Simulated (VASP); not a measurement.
The input files of a VASP run:

### POSCAR
```
HgO
1.0
  0.0000000000   2.6073690817   2.6073690817
  2.6073690817   0.0000000000   2.6073690817
  2.6073690817   2.6073690817   0.0000000000
Hg O
1 1
Cartesian
  0.0000000000   0.0000000000   0.0000000000
  1.3036845408   1.3036845408   1.3036845408
```

**KPOINTS**
```
Automatic mesh
0
Gamma
12 12 12
0 0 0
```

### INCAR
```
ALGO = Normal
EDIFF = 1E-6
EDIFFG = -0.02
ENCUT = 620
GGA = PS
IBRION = 2
ISIF = 3
ISMEAR = 1
LASPH = .TRUE.
LCHARG = .FALSE.
LMAXMIX = 6
LREAL = .FALSE.
LWAVE = .FALSE.
NELM = 100
NSW = 40
PREC = Accurate
SIGMA = 0.1
SYSTEM = HgO
```

POTCAR, in this order: Hg O (PBE.64 set). Program: vasp_std.

Write an equivalent input for Quantum ESPRESSO's pw.x.

One equivalent input (not run):
```
&CONTROL
  calculation = 'vc-relax'
  pseudo_dir = './pseudo'
  outdir = './out'
  tprnfor = .true.
  tstress = .true.
  nstep = 40
  forc_conv_thr = 0.00078
/
&SYSTEM
  ibrav = 0
  nat = 2
  ntyp = 2
  ecutwfc = 84
  occupations = 'smearing'
  smearing = 'methfessel-paxton'
  degauss = 0.00735
  input_dft = 'pbesol'
/
&ELECTRONS
  conv_thr = 7.3e-08
  electron_maxstep = 100
/
&IONS
/
&CELL
/
ATOMIC_SPECIES
  Hg 200.592 Hg.upf
  O 15.999 O.upf
CELL_PARAMETERS angstrom
     0.0000000    2.6073691    2.6073691
     2.6073691    0.0000000    2.6073691
     2.6073691    2.6073691    0.0000000
ATOMIC_POSITIONS crystal
  Hg   0.0000000  0.0000000  0.0000000
  O    0.2500000  0.2500000  0.2500000
K_POINTS automatic
  12 12 12 0 0 0
```
Limits of the translation: the potentials are each code's own (VASP's PAW set, PseudoDojo norm-conserving files in pw.x), so ENCUT and ecutwfc are chosen apart and not converted; conv_thr bounds pw.x's estimated SCF error, while EDIFF bounds the energy change between steps; forc_conv_thr acts on force components and is met together with etot_conv_thr.

The structure was generated: HgO was put into the zinc blende type (F-43m), which need not be its known phase. It was relaxed first, which changed the volume by +48 %.
